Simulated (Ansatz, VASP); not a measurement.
# Be2GaSe4: VASP beside Ansatz

Wanted: the spread between two codes on one cell, functional and k mesh. The cell is invented: As first built, before any earlier steps moved the atoms (in the runner's words): it takes the Zn2GaSe4 structure with some of its atoms replaced by other elements, volume scaled by an estimate. It may not be a known or stable phase. The cell is taken from a series of VASP runs on this material, whose earlier steps may have relaxed, scaled or displaced it; both programs get it as it stands.

Calculated with Ansatz 0.2.0; plane waves, with VASP 6.6.1 beside it; single point at PBE and single point at PBEsol, spin-orbit coupling.

**1. The structure**

Symmetry: I-42m, No. 121, tetragonal system. The conventional cell has a = 5.133 Å, b = 5.133 Å, c = 11.062 Å, α = 90.00°, β = 90.00°, γ = 90.00°. Nearest to Se lie 2 Be at 2.24 Å and 1 Ga at 2.45 Å. Nearest to Ga lie 4 Se at 2.45 Å. Nearest to Be lie 4 Se at 2.24 Å. As first built, before any earlier steps moved the atoms (in the runner's words): sites of the Zn2GaSe4 structure (space group 121) filled with other elements, volume scaled by an estimate. Farther neighbours and most contacts between anions are not listed.

Structure file:

```xyz
7
Lattice="-2.5665 2.5665 5.5309 2.5665 -2.5665 5.5309 2.5665 2.5665 -5.5309" Properties=species:S:1:pos:R:3 pbc="T T T"
Se   -1.1773    1.1773    6.9935
Se    1.1773   -1.1773    6.9935
Se    1.1773    1.1773    4.0683
Se    1.3892    1.3892   -1.4626
Ga    0.0000    0.0000    0.0000
Be    2.5665    0.0000    2.7654
Be    0.0000    2.5665    2.7654
```

**2. VASP: single point, PBE**

With cell and atoms fixed, the geometry can't cause a difference; cores, projectors, grids and the points listed under the comparison can.

Lines of VASP's logs that name or quote its potential files are left out, and so is its time.

INCAR reads:

```
SYSTEM = Be2GaSe4
PREC = Accurate
ENCUT = 400
EDIFF = 1E-06
NELM = 100
ISMEAR = -1
SIGMA = 0.05
LREAL = .FALSE.
ALGO = Normal
GGA = PE
NBANDS = 27
LORBIT = 11
LWAVE = .FALSE.
LCHARG = .TRUE.
ISIF = 2
LELF = .TRUE.
LVHAR = .TRUE.
```

POSCAR reads:

```
Be2GaSe4
1.0
   -2.5665471488      2.5665471488      5.5308933266
    2.5665471488     -2.5665471488      5.5308933266
    2.5665471488      2.5665471488     -5.5308933266
Se Ga Be
4 1 2
Direct
    0.8615858839      0.4028629617      0.0000000000
    0.4028629617      0.8615858839      0.0000000000
    0.5971370383      0.5971370383      0.4587229221
    0.1384141161      0.1384141161      0.5412770779
    0.0000000000      0.0000000000      0.0000000000
    0.2500000000      0.7500000000      0.5000000000
    0.7500000000      0.2500000000      0.5000000000
```

KPOINTS reads:

```
Automatic mesh
0
Gamma
6 6 6
0 0 0
```

Potentials, in the order of the species: Se, Ga_d and Be (PBE family, release 64).

On the command line:

```sh
> mpirun -np 2 vasp_std
```

Numbers of over 12 decimals in the logs are rounded to 6 here.

Log:

```text
[banner, memory and clock lines left out]
running    2 mpi-ranks, on    1 nodes
 distrk:  each k-point on    2 cores,    1 groups
 distr:  one band on    1 cores,    2 groups

 POSCAR found type information on POSCAR SeGaBe
 POSCAR found :  3 types and       7 ions
 LDA part: xc-table for (Slater+PW92), standard interpolation
|                                                                             |
|           W    W    AA    RRRRR   N    N  II  N    N   GGGG   !!!           |
|           W    W   A  A   R    R  NN   N  II  NN   N  G    G  !!!           |
|           W    W  A    A  R    R  N N  N  II  N N  N  G       !!!           |
|           W WW W  AAAAAA  RRRRR   N  N N  II  N  N N  G  GGG   !            |
|           WW  WW  A    A  R   R   N   NN  II  N   NN  G    G                |
|           W    W  A    A  R    R  N    N  II  N    N   GGGG   !!!           |
|                                                                             |
|     The number of bands has been changed from the values supplied in        |
|     The orbitals not found in the WAVECAR file will be initialized with     |
|     random numbers, which is usually adequate. For correlated               |
|     calculations, however, you should redo the groundstate calculation.     |
|     I found NBANDS = 27. Now, NBANDS = 28.                                  |
|                                                                             |

 POSCAR, INCAR and KPOINTS ok, starting setup
 FFT: planning ... GRIDC
 FFT: planning ... GRID_SOFT
 FFT: planning ... GRID
 WAVECAR not read
 entering main loop
       N       E                     dE             d eps       ncg     rms          rms(c)
DAV:   1     0.254687287555E+03    0.25469E+03   -0.15220E+04  1740   0.128E+03
DAV:   2     0.319049663223E+01   -0.25150E+03   -0.24155E+03  1888   0.299E+02
DAV:   3    -0.276710558946E+02   -0.30862E+02   -0.30369E+02  2016   0.104E+02
DAV:   4    -0.288184430236E+02   -0.11474E+01   -0.11366E+01  2172   0.212E+01
DAV:   5    -0.288408096416E+02   -0.22367E-01   -0.22328E-01  2156   0.279E+00    0.669E+00
DAV:   6    -0.283607083307E+02    0.48010E+00   -0.70668E-01  2304   0.205E+01    0.404E+00
DAV:   7    -0.282915768738E+02    0.69131E-01   -0.40766E-01  2356   0.399E+00    0.117E+00
DAV:   8    -0.282955641068E+02   -0.39872E-02   -0.49690E-02  2064   0.254E+00    0.360E-01
DAV:   9    -0.282971645189E+02   -0.16004E-02   -0.58573E-03  2164   0.910E-01    0.162E-01
DAV:  10    -0.282971159246E+02    0.48594E-04   -0.61735E-04  2160   0.192E-01    0.796E-02
DAV:  11    -0.282972152527E+02   -0.99328E-04   -0.29081E-04  2104   0.158E-01    0.132E-02
DAV:  12    -0.282972154706E+02   -0.21786E-06   -0.35704E-05  2072   0.468E-02    0.115E-02
DAV:  13    -0.282972163709E+02   -0.90028E-06   -0.41912E-06  1848   0.178E-02
   1 F= -.28297216E+02 E0= -.28281489E+02  d E =-.314549E-01
```

From OUTCAR (step 2):

```text
ion  position               nearest neighbor table
   1  0.862  0.403  0.000-   6 2.24   7 2.24   5 2.45
   2  0.403  0.862  0.000-   7 2.24   6 2.24   5 2.45
   3  0.597  0.597  0.459-   6 2.24   7 2.24   5 2.45
   4  0.138  0.138  0.541-   6 2.24   7 2.24   5 2.45
   5  0.000  0.000  0.000-   3 2.45   2 2.45   1 2.45   4 2.45
   6  0.250  0.750  0.500-   4 2.24   2 2.24   1 2.24   3 2.24
   7  0.750  0.250  0.500-   4 2.24   1 2.24   2 2.24   3 2.24

  LATTYP: Found a body centered tetragonal cell.
 ALAT       =     5.1330942976
 C/A-ratio  =     2.1549938520

 Subroutine GETGRP returns: Found  8 space group operations
 (whereof  8 operations were pure point group operations)

The static configuration has the point symmetry D_2d.

 Found     30 irreducible k-points:

   k-points           NKPTS =     30   k-points in BZ     NKDIM =     30   number of bands    NBANDS=     28

   dimension x,y,z NGX =    48 NGY =   48 NGZ =   48
   dimension x,y,z NGXF=    96 NGYF=   96 NGZF=   96

   ENCUT  =  400.0 eV  29.40 Ry    5.42 a.u.  10.79 10.79 10.79*2*pi/ulx,y,z

   NELECT =      41.0000    total number of electrons

 k-points in reciprocal lattice and weights: Automatic mesh
   0.00000000  0.00000000  0.00000000       0.005
   0.16666667  0.00000000  0.00000000       0.037
   0.33333333  0.00000000  0.00000000       0.037
   0.50000000  0.00000000  0.00000000       0.019
   0.16666667  0.16666667  0.00000000       0.037
   0.33333333  0.16666667  0.00000000       0.074
   0.50000000  0.16666667  0.00000000       0.074
  -0.33333333  0.16666667  0.00000000       0.074
  -0.16666667  0.16666667  0.00000000       0.019
[...]
-0.33333333 -0.33333333  0.33333333       0.009
   0.50000000  0.50000000  0.50000000       0.005

 average (electrostatic) potential at core
       1 -54.8737       2 -54.8737       3 -54.8737       4 -54.8737       5 -67.3294
       6 -36.5311       7 -36.5311

 E-fermi :   2.6856

 k-point     1 :       0.0000    0.0000    0.0000
  band No.  band energies     occupation
    ...
     14      -0.5308      2.00000
     15      -0.1213      2.00000
     16      -0.1213      2.00000
     17       0.8134      2.00000
     18       0.8134      2.00000
     19       2.8294      0.10671
     20       3.1458      0.00020
     21       3.1458      0.00020
     22       5.1715      0.00000
     23       5.8637      0.00000
    ...

 k-point     2 :       0.1667    0.0000    0.0000
  band No.  band energies     occupation
    ...
     15       0.1595      2.00000
     16       0.2862      2.00000
     17       0.7019      2.00000
     18       0.8406      2.00000
     19       2.1989      1.99988
     20       2.7449      0.46841
     21       2.8949      0.03000
     22       5.6678      0.00000
     23       6.4275      0.00000
     24       7.2343      0.00000
    ...

 k-point     3 :       0.3333    0.0000    0.0000
  band No.  band energies     occupation
    ...
     17       0.9287      2.00000
     18       0.9883      2.00000
     19       1.5196      2.00000
     20       2.0690      1.99999
     21       2.5255      1.92183
     22       5.9663      0.00000
     23       7.0109      0.00000
     24       7.4420      0.00000
     25       7.8801      0.00000
     26       8.3629      0.00000
    ...

  Total        0.0350319      0.0350319      0.0128075      0.0000000     -0.0000000      0.0000000
  in kB        0.3851414      0.3851414      0.1408063      0.0000000     -0.0000000      0.0000000
  external PRESSURE =       0.3036964 kB  Pullay stress =       0.0000000 kB

  energy-cutoff  :      400.00
  volume of cell :      145.73
      direct lattice vectors                 reciprocal lattice vectors
    -2.566547149  2.566547149  5.530893327     0.000000000  0.194814266  0.090401310
     2.566547149 -2.566547149  5.530893327     0.194814266  0.000000000  0.090401310
     2.566547149  2.566547149 -5.530893327     0.194814266  0.194814266  0.000000000

 POSITION                                       TOTAL-FORCE (eV/Angst)
 -----------------------------------------------------------------------------------
     -1.17733      1.17733      6.99353        -0.002590      0.002590      0.005163
      1.17733     -1.17733      6.99353         0.002590     -0.002590      0.005163
      1.17733      1.17733      4.06825         0.002590      0.002590     -0.005163
      1.38921      1.38921     -1.46264        -0.002590     -0.002590     -0.005163
      0.00000      0.00000      0.00000        -0.000000      0.000000      0.000000
      2.56655      0.00000      2.76545         0.000000     -0.000000      0.000000
      0.00000      2.56655      2.76545         0.000000     -0.000000      0.000000
 -----------------------------------------------------------------------------------
    total drift:                               -0.000005     -0.000005     -0.000002

  FREE ENERGIE OF THE ION-ELECTRON SYSTEM (eV)
  ---------------------------------------------------
  free  energy   TOTEN  =       -28.2972163709 eV

  energy  without entropy=      -28.2657615061  energy(sigma->0) =      -28.28148894

 total charge
# of ion       s       p       d       tot
------------------------------------------
    1        1.458   2.377   0.029   3.864
    2        1.458   2.377   0.029   3.864
    3        1.458   2.377   0.029   3.864
    4        1.458   2.377   0.029   3.864
    5        0.866   0.711  10.011  11.588
    6        0.379   0.595   0.000   0.973
    7        0.379   0.595   0.000   0.973
--------------------------------------------------
tot          7.456  11.406  10.127  28.990

[... 3 further parts left out ...]
```

The run ends at a pressure of 0.03 GPa, with forces up to 0.0063 eV/Å.

**3. Ansatz: single point, PBE**

Ansatz runs on its default PAW (the set named soft_2) files.

The same cell, functional, mesh and smearing now go to Ansatz, which takes its cutoff from its data sets.

input.yaml reads:

```yaml
crystal:
  lattice:
    - [-2.5665471488, 2.5665471488, 5.5308933266]
    - [2.5665471488, -2.5665471488, 5.5308933266]
    - [2.5665471488, 2.5665471488, -5.5308933266]
  atoms:
    - { symbol: Se, position: [0.8615858839, 0.4028629617, 0.0] }
    - { symbol: Se, position: [0.4028629617, 0.8615858839, 0.0] }
    - { symbol: Se, position: [0.5971370383, 0.5971370383, 0.4587229221] }
    - { symbol: Se, position: [0.1384141161, 0.1384141161, 0.5412770779] }
    - { symbol: Ga, position: [0.0, 0.0, 0.0] }
    - { symbol: Be, position: [0.25, 0.75, 0.5] }
    - { symbol: Be, position: [0.75, 0.25, 0.5] }
hamiltonian:
  xc: pbe
  pseudopotentials: { kind: paw }
kpoints:
  mp_grid: { grid: [6, 6, 6] }
scf:
  occupations: { method: fermi_dirac, width: 0.05 }
  n_extra_bands: 5
output:
  forces: true
  stress: true
  eigenvalues: true
```

On the command line:

```sh
> ansatz run input.yaml --threads 4 --pin off --max-ram 9216MiB --backend cpu --events-out ev --progress --plain --runs-dir out
```

Log:

```text
scf.n_extra_bands = 5 over 41 filled bands (N_el = 81.0): the run solves 46 bands
Engine: ansatz 0.2.0, x86_64-unknown-linux-gnu
Pseudopotentials: kind: paw
Pseudopotential: Se, paw, valence charge 16, recommended cutoff 420 eV (normal), Se.paw.azcp
Pseudopotential: Ga, paw, valence charge 13, recommended cutoff 420 eV (normal), Ga.paw.azcp
Pseudopotential: Be, paw, valence charge 2, recommended cutoff 420 eV (normal), Be.paw.azcp
Functional definition: PBE
  parameter kappa = 0.804
  parameter beta = 0.066725
  exchange = pbe_x(kappa = kappa, mu = beta*pi^2/3)
  correlation = pbe_c(beta = beta)
Crystal: 7 atoms, lattice volume = 145.732 Å³
Basis set: ecut = 420 eV, 2875 PW (Γ), exchange–correlation on 90×90×90 points (8 copies of the dense FFT grid, shifted against one another)
Bands: 46, of which v1, the nominal top of the filled ones, is band 41 counted from 1 (40 counted from 0)
Symmetry: 8 space group operations
Space group: I-42m (ITA 121), of the structure as read, at distance tolerance 5.3e-5 Å
k-points: 30 of 216 (time reversal used)
Non-local potential: Se, projectors of the file, l = 0: 2, l = 1: 2, l = 2: 3, l = 3: 1
Non-local potential: Ga, projectors of the file, l = 0: 2, l = 1: 2, l = 2: 3, l = 3: 1
Non-local potential: Be, projectors of the file, l = 0: 2, l = 1: 2, l = 2: 1
PAW form: soft (Blöchl's): semilocal exchange-correlation on the pseudo side does not see the compensation charge
PAW one-centre angular grid: Se, 590 points (default); XC on 64 Gauss nodes
PAW one-centre angular grid: Ga, 590 points (default); XC on 64 Gauss nodes
PAW one-centre angular grid: Be, 110 points (default); XC on 64 Gauss nodes
Initial density: superposition of atomic densities (neutral atoms: chi_scale 0, normalization atom), corrected by the library's trained network
Initial wavefunctions: pseudopotential atomic-orbital guess
Functional: x = pbe(κ = 0.804, μ = 0.219515), c = pbe(β = 0.066725)
SCF iter   1: F=—  HF=-25848.743614 eV  |F-HF|=—  |Δ(HF+E_count)|=         —  Δρ=1.90e-3  dr2=6.85e-3  ethr=1.77e-3  ⟨swp⟩=6.8  Hψ=5357  notcnv=0
preconditioner: auto → LDOS  [metal: Δε(μ)=0.012 eV  Ē_g=11.525 eV  σ=0.050 eV  W_gap=0.06  n_scr=36 (ndim 8)  ℏωp=19.7 eV  f_vac=0.028  D(μ)=3.85/eV (n_scr^D=30)  β→1.0]
SCF iter   2: F=—  HF=-25848.742316 eV  |F-HF|=—  |Δ(HF+E_count)|=   1.30e-3  Δρ=1.16e-3  dr2=4.17e-3  ethr=8.45e-6  ⟨swp⟩=2.0  Hψ=3000  notcnv=0  defer=29
SCF iter   3: F=—  HF=-25848.740982 eV  |F-HF|=—  |Δ(HF+E_count)|=   1.33e-3  Δρ=2.20e-4  dr2=8.39e-5  ethr=5.15e-6  ⟨swp⟩=2.0  Hψ=1976  notcnv=0  defer=29
SCF iter   4: F=—  HF=-25848.740920 eV  |F-HF|=—  |Δ(HF+E_count)|=   6.14e-5  Δρ=7.90e-5  dr2=5.36e-6  ethr=1.04e-7  ⟨swp⟩=2.0  Hψ=2324  notcnv=0  defer=29
SCF iter   5: F=—  HF=-25848.740919 eV  |F-HF|=—  |Δ(HF+E_count)|=   1.14e-6  Δρ=3.65e-5  dr2=1.23e-6  ethr=6.62e-9  ⟨swp⟩=2.0  Hψ=2005  notcnv=0  defer=29
SCF iter   6: F=—  HF=-25848.740919 eV  |F-HF|=—  |Δ(HF+E_count)|=   5.09e-7  Δρ=1.01e-5  dr2=1.11e-7  ethr=1.52e-9  ⟨swp⟩=2.0  Hψ=1943  notcnv=0  defer=29
SCF iter   7: F=-25848.740919 eV  HF=-25848.740919 eV  |F-HF|=2.44e-9  |Δ(HF+E_count)|=   8.94e-8  Δρ=2.66e-6  dr2=9.01e-9  ethr=1.23e-10  ⟨swp⟩=7.9  Hψ=5359  notcnv=0
SCF 1 converged in 7 iterations: F = -25848.740919 eV  dr2 = 9.01e-9
  greatest PAW one-centre occupation: 1.000 electrons in one spin orbital (limit 2), on the Se atom at site 2 (counted from 0), in its partial waves of l = 2
SCF converged after 7 iterations
Free energy (F): -25848.740919 eV
Harris-Foulkes:  -25848.740919 eV  (|F-HF|=2.44e-9)
Internal energy: -25848.709461 eV  (E = F + TS)
E sigma→0 (E₀):  -25848.725190 eV
Entropy (-TS):   -0.031457 eV (-4.494 meV/atom)
Fermi energy:    6.488917 eV
--- Per-component energies (eV) ---
  E_band       = -1649.938521
  E_kinetic    = 626.835936
  E_local      = -12205.144365  (includes V_loc(G=0)·N_el)
  E_nonlocal   = -1948.452278
  E_hartree    = 5953.055160
  E_xc         = -523.218336
  E_vxc        = -489.421681  (∫ρ·V_xc dr)
  E_paw        = -9754.059756  (= ΣΔE_a)
  E_vpaw       = 460.135638  (= ΣTr[D̂ρ^β])
  E_aug_tail   = -0.002413  (compensation charges beyond the density's cutoff)
  E_ewald      = -7997.723410
  E_smearing   = -0.031457  (= −TS)
  E_closure    = -0.000000  (closes the sum)
  Σ components = -25848.740919   (vs F -25848.740919, Δ=0.00e0)
--- Forces (eV/Å), atoms counted from 1 ---
  atom   1  Se    -0.01173900     0.01173900     0.01282443
  atom   2  Se     0.01173900    -0.01173900     0.01282443
  atom   3  Se     0.01173900     0.01173900    -0.01282443
  atom   4  Se    -0.01173900    -0.01173900    -0.01282443
  atom   5  Ga    -0.00000000     0.00000000     0.00000000
  atom   6  Be    -0.00000000    -0.00000000    -0.00000000
  atom   7  Be    -0.00000000     0.00000000    -0.00000000
  max |Σ_I F_I| component: 1.56e-17 eV/Å
--- Stress (GPa, compression-positive) ---
       -0.035967      -0.000000      -0.000000
        0.000000      -0.035967      -0.000000
        0.000000      -0.000000      -0.057196
  P = ⅓ Tr σ = -0.0430 GPa (-0.430 kbar)
--- Band table (eV; the first three rows and the last of 30) ---
  k-point 0: bands = [... 37 lower, 4.6166, 6.6315, 6.9486, 6.9486, 8.9848, 9.6764, 10.8704, 11.6523, ... 1 higher]
  k-point 1: bands = [... 37 lower, 4.8588, 5.5296, 6.2423, 6.9332, 9.5610, 10.4124, 11.3473, 11.5855, ... 1 higher]
  k-point 2: bands = [... 37 lower, 5.3497, 5.4858, 5.6079, 6.8207, 9.5075, 11.1354, 11.1434, 11.7744, ... 1 higher]
  k-point 29: bands = [... 37 lower, 4.9519, 4.9519, 6.2044, 6.2044, 8.6620, 9.4338, 9.4338, 10.4253, ... 1 higher]
```

Wall time 6.3 s (4 threads of Intel Xeon Platinum 8259CL at 2.50GHz (Skylake/Cascade Lake), shared host); peak memory 0.62 GiB; 23 s of CPU time.

Reading the cycles: dr2 is the Hartree energy of the density residual (eV), the measure of convergence; HF is the Harris–Foulkes estimate of the energy, which meets the free energy F at convergence.

The run ends at a pressure of -0.04 GPa, with forces up to 0.021 eV/Å.

**4. Differences**

Known differences besides the potentials themselves: the data sets hold 81 valence electrons in Ansatz (default PAW (the set named soft_2) files) and 41 in VASP; the cutoff is 420 eV in Ansatz and 400 eV in VASP; VASP leaves aspherical gradient terms in its spheres out (LASPH is not set), Ansatz keeps them. Total energies have different zeros and are not compared.

Compared:

```csv
quantity,Ansatz,VASP,difference
pressure (GPa),-0.04,0.03,-0.07
```

At this near-relaxed geometry the largest component of a force difference is 9 meV/Å. Ansatz's pressure holds a Pulay correction of 0.02 GPa; VASP's holds none.

[end of part 1 of 2]

[Lines on the potential files, build, host, timing and source positions are cut from VASP's logs without a mark.]

[Logs are printed without paths, hosts, clocks, repeated set-up lines and the standing remarks that a program may print on its own settings, such as how far it seeks lower states.]

[Hosts, paths, dates, database ids (printed as entryN), source tags and the programs' standing remarks are cut or masked in the printed files.]
